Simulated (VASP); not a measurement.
# LiBi2I2O2 (P-4m2) in VASP: notebook, part 2 of 2

VASP 6.6.1. Earlier steps stand in the parts before.

## 3. Single point, RPBE

File run.py:

```python
from ase.calculators.vasp import Vasp
from ase.dft.bandgap import bandgap
from ase.io import read

atoms = read('LiBi2I2O2.xyz')
calc = Vasp(
    directory='calc',
    xc='rpbe',
    pp='PBE',
    setups={'base': 'minimal', 'Bi': '_d_GW', 'I': '_GW', 'O': '_GW', 'Li': '_GW'},
    prec='Accurate',
    encut=550,
    ediff=1e-06,
    ismear=0,
    sigma=0.05,
    lreal=False,
    lasph=True,
    nelm=60,
    algo='Fast',
    isif=2,
    lwave=False,
    lcharg=False,
    kpts=[6, 6, 3],
    gamma=True,
)
atoms.calc = calc

print('energy (eV):', atoms.get_potential_energy())
print('free energy (eV):', atoms.get_potential_energy(force_consistent=True))
print('forces (eV/A):')
print(atoms.get_forces())
print('stress (eV/A^3, Voigt):', atoms.get_stress())
print('Fermi level (eV):', calc.get_fermi_level())
gap, top, bottom = bandgap(calc)
print('band gap (eV):', gap, 'from (spin, k, band)', top, 'to', bottom)
```

File LiBi2I2O2.xyz:

```xyz
7
Lattice="4.2328230000 0.0000000000 0.0000000000 0.0000000000 4.2328230000 0.0000000000 0.0000000000 0.0000000000 9.9999390000" Properties=species:S:1:pos:R:3 pbc="T T T"
Bi     0.0000000000      2.1164115000      1.0817634012
Bi     2.1164115000      0.0000000000      8.9181755988
I      2.1164115000      0.0000000000      3.2249703276
I      0.0000000000      2.1164115000      6.7749686724
O      0.0000000000      0.0000000000      0.0000000000
O      2.1164115000      2.1164115000      0.0000000000
Li     0.0000000000      0.0000000000      4.9999695000
```

Potentials or basis: VASP PAW PBE potentials, release 64 (Bi_d_GW, I_GW, O_GW, Li_GW).

On the command line:

```sh
$ python run.py
```

Wall time 3.1 min (1 thread of Intel Xeon 6975P-C (Granite Rapids), shared host); peak memory 0.38 GiB.

It converged, with:

| Item | Value |
| --- | --- |
| Free energy | -26.9128 eV |
| Pressure | 1.9 GPa |
| Largest force | 0.178 eV/Å |
| Band gap on the k mesh | none (metal or under the smearing width) |

Forces in eV/Å, atoms in the order of the input:
```
Bi   0.000  0.000  0.178
Bi   0.000  0.000 -0.178
I    0.000  0.000  0.049
I    0.000  0.000 -0.049
O    0.000  0.000  0.000
O    0.000  0.000  0.000
Li   0.000  0.000  0.000
```

Stress tensor (GPa, compression positive):
```
2.04 0.00 0.00
0.00 2.04 0.00
0.00 0.00 1.73
```

Levels at points of the mesh, in eV from the Fermi level:
| k point | band 27 | band 28 | band 29 | band 30 | band 31 | band 32 | band 33 | band 34 |
| --- | --- | --- | --- | --- | --- | --- | --- | --- |
| (0.00, 0.00, 0.00) | -3.28 | -3.28 | -2.88 | -2.88 | -0.99 | -0.23 | 1.73 | 1.73 |
| (0.50, 0.00, 0.00) | -3.42 | -3.24 | -2.99 | -2.57 | 1.10 | 1.12 | 1.40 | 1.57 |
| (0.50, 0.50, 0.00) | -3.99 | -3.73 | -3.61 | -3.61 | -0.28 | -0.14 | 1.49 | 1.50 |

Caveat: the PAW data sets were made with another functional, which shifts forces and pressure a little; spin-orbit coupling is left out, which moves the levels of the heavy elements; an odd number of electrons without spin polarisation forces a metal; a magnetic or distorted state may lie lower.

## 4. Single point, rev-vdW-DF2

Changes to run.py since step 3:

```diff
@@ -2,19 +2,26 @@
 from ase.dft.bandgap import bandgap
-from ase.io import read
+from ase.spacegroup import crystal
 
-atoms = read('LiBi2I2O2.xyz')
+atoms = crystal(
+    ['Bi', 'I', 'O', 'O', 'Li'],
+    basis=[[0.0, 0.5, 0.108177], [0.5, 0.0, 0.322499], [0.0, 0.0, 0.0], [0.5, 0.5, 0.0], [0.0, 0.0, 0.5]],
+    spacegroup=115,
+    setting=1,
+    cellpar=[4.232823, 4.232823, 9.999939, 90.0, 90.0, 90.0],
+    primitive_cell=True,
+)
 calc = Vasp(
     directory='calc',
-    xc='rpbe',
+    xc='rev-vdw-df2',
     pp='PBE',
-    setups={'base': 'minimal', 'Bi': '_d_GW', 'I': '_GW', 'O': '_GW', 'Li': '_GW'},
+    setups='materialsproject',
     prec='Accurate',
-    encut=550,
+    encut=520,
     ediff=1e-06,
-    ismear=0,
-    sigma=0.05,
+    ismear=-1,
+    sigma=0.02,
     lreal=False,
     lasph=True,
-    nelm=60,
-    algo='Fast',
+    nelm=80,
+    algo='Normal',
     isif=2,
```

Potentials or basis: VASP PAW PBE potentials, release 64 (Bi_d, I, O, Li_sv).

On the command line:

```sh
$ python run.py
```

Run time: 3.1 min. Hardware: 1 thread of Intel Xeon 6975P-C (Granite Rapids), shared host; peak memory 0.73 GiB.

The run converged. Its results:

- Free energy: -16.6125 eV
- Largest force: 0.071 eV/Å
- Band gap on the k mesh: none (metal or under the smearing width)

Forces on the atoms (eV/Å):
```
Bi   0.000  0.000  0.033
Bi   0.000  0.000 -0.033
I    0.000  0.000 -0.071
I    0.000  0.000  0.071
O    0.000  0.000  0.000
O    0.000  0.000  0.000
Li   0.000  0.000  0.000
```

Levels at points of the mesh, in eV from the Fermi level:
| k point | band 26 | band 27 | band 28 | band 29 | band 30 | band 31 | band 32 | band 33 |
| --- | --- | --- | --- | --- | --- | --- | --- | --- |
| (0.00, 0.00, 0.00) | -3.15 | -3.15 | -2.75 | -2.75 | -0.99 | -0.23 | 1.71 | 1.71 |
| (0.50, 0.00, 0.00) | -3.32 | -3.14 | -2.86 | -2.43 | 1.11 | 1.12 | 1.39 | 1.56 |
| (0.50, 0.50, 0.00) | -3.92 | -3.62 | -3.49 | -3.49 | -0.25 | -0.14 | 1.45 | 1.45 |

Caveat: the cutoff is under 1.25 times the usual one of these potentials, so pressure, stress and relaxed cells hold a basis-set (Pulay) error; the PAW data sets were made with another functional, which shifts forces and pressure a little; spin-orbit coupling is left out, which moves the levels of the heavy elements; an odd number of electrons without spin polarisation forces a metal; a magnetic or distorted state may lie lower.

## 5. Single point, revPBE (volume scaled by 0.8)

File INCAR:

```
  ALGO = Normal
  EDIFF = 1E-6
  ENCUT = 520
  GGA = RE
  ISIF = 2
  ISMEAR = -1
  LASPH = True
  LCHARG = True
  LELF = True
  LREAL = False
  LVHAR = True
  LWAVE = False
  NELM = 60
  PREC = Accurate
  SIGMA = 0.05
```

File LiBi2I2O2.cif:

```cif
data_LiBi2I2O2
_cell_length_a 3.92940479
_cell_length_b 3.92940479
_cell_length_c 9.28312104
_cell_angle_alpha 90.00000000
_cell_angle_beta 90.00000000
_cell_angle_gamma 90.00000000
_space_group_name_H-M_alt 'P-4m2'
_space_group_name_Hall 'P -4 -2'
_space_group_IT_number 115
loop_
_space_group_symop_operation_xyz
'x,y,z'
'y,-x,-z'
'-x,-y,z'
'-y,x,-z'
'-x,y,z'
'-y,-x,-z'
'x,-y,z'
'y,x,-z'
loop_
_atom_site_label
_atom_site_type_symbol
_atom_site_symmetry_multiplicity
_atom_site_Wyckoff_symbol
_atom_site_fract_x
_atom_site_fract_y
_atom_site_fract_z
_atom_site_occupancy
Bi1 Bi 2 g 0.0000000000 0.5000000000 0.1081770000 1
I1 I 2 g 0.5000000000 0.0000000000 0.3224990000 1
O1 O 1 a 0.0000000000 0.0000000000 0.0000000000 1
O2 O 1 b 0.5000000000 0.5000000000 0.0000000000 1
Li1 Li 1 d 0.0000000000 0.0000000000 0.5000000000 1
```

File KPOINTS:

```
k-points
0
Gamma
  7 7 3
```

File POSCAR:

```
Bi I  O  Li
 1.0000000000000000
     3.9294047900000000    0.0000000000000000    0.0000000000000000
     0.0000000000000000    3.9294047900000000    0.0000000000000000
     0.0000000000000000    0.0000000000000000    9.2831210399999993
 Bi  I   O   Li 
   2   2   2   1
Cartesian
  0.0000000000000000  1.9647023950000000  1.0042201847440799
  1.9647023950000000  0.0000000000000000  8.2789008552559196
  1.9647023950000000  0.0000000000000000  2.9937972522789598
  0.0000000000000000  1.9647023950000000  6.2893237877210399
  0.0000000000000000  0.0000000000000000  0.0000000000000000
  1.9647023950000000  1.9647023950000000  0.0000000000000000
  0.0000000000000000  0.0000000000000000  4.6415605199999987
```

On the command line:

```sh
$ ase convert -i cif -o vasp LiBi2I2O2.cif POSCAR
$ cat potpaw_PBE.64/Bi_d/POTCAR potpaw_PBE.64/I/POTCAR potpaw_PBE.64/O/POTCAR potpaw_PBE.64/Li_sv/POTCAR > POTCAR
$ mpirun -np 1 vasp_std > vasp.out
```

Wall time 2 min (1 thread of Intel Xeon 6975P-C (Granite Rapids), shared host); peak memory 0.27 GiB.

The run converged. Its results:

```yaml
Free_energy: -24.9552 eV
Largest_force: 3.566 eV/Å
Band_gap_on_the_k_mesh: none (metal or under the smearing width)
```

Forces in eV/Å, atoms in the order of the input:
```
Bi   0.000  0.000  3.566
Bi   0.000  0.000 -3.566
I    0.000  0.000  0.158
I    0.000  0.000 -0.158
O    0.000  0.000  0.000
O    0.000  0.000  0.000
Li   0.000  0.000  0.000
```

Levels at points of the mesh, in eV from the Fermi level:
```tsv
k point	band 28	band 29	band 30	band 31	band 32	band 33
(0.00, 0.00, 0.00)	-3.45	-3.45	-1.10	-0.15	1.99	1.99
```

Caveat: the cutoff is under 1.25 times the usual one of these potentials, so pressure, stress and relaxed cells hold a basis-set (Pulay) error; the PAW data sets were made with another functional, which shifts forces and pressure a little; spin-orbit coupling is left out, which moves the levels of the heavy elements; an odd number of electrons without spin polarisation forces a metal; a magnetic or distorted state may lie lower.

## 6. Overview

| level | potentials or basis | cell | k mesh | cutoff (eV) | smearing | further INCAR settings | gap on the mesh (eV) | pressure (GPa) | largest force (eV/Å) |
| --- | --- | --- | --- | --- | --- | --- | --- | --- | --- |
| RPBE | VASP PAW PBE potentials, release 64 (Bi_d_GW, I_GW, O_GW, Li_GW) | as given | 6 × 6 × 3 | 550 | gaussian 0.05 eV | ALGO = Normal; EDIFF = 1e-06 | none | 1.9 | 0.18 |
| RPBE | VASP PAW PBE potentials, release 64 (Bi_d_GW, I_GW, O_GW, Li_GW) | as given | 6 × 6 × 3 | 550 | gaussian 0.05 eV | ALGO = Fast; EDIFF = 1.00e-06 | none | 1.9 | 0.18 |
| rev-vdW-DF2 | VASP PAW PBE potentials, release 64 (Bi_d, I, O, Li_sv) | as given | 6 × 6 × 3 | 520 | fermi-dirac 0.02 eV | ALGO = Normal; EDIFF = 1.00e-06 | none | - | 0.07 |
| revPBE | VASP PAW PBE potentials, release 64 (Bi_d, I, O, Li_sv) | volume scaled by 0.8 | 7 × 7 × 3 | 520 | fermi-dirac 0.05 eV | ALGO = Normal; EDIFF = 1e-06 | none | - | 3.57 |

Alike in all rows: task single point; no spin polarisation.

Caveats: the PAW data sets were made with another functional, which shifts forces and pressure a little; spin-orbit coupling is left out, which moves the levels of the heavy elements; an odd number of electrons without spin polarisation forces a metal; a magnetic or distorted state may lie lower; the cutoff is under 1.25 times the usual one of these potentials, so pressure, stress and relaxed cells hold a basis-set (Pulay) error (some runs).

Total energies depend on the potentials used, so only differences within one code and one set of settings carry meaning.
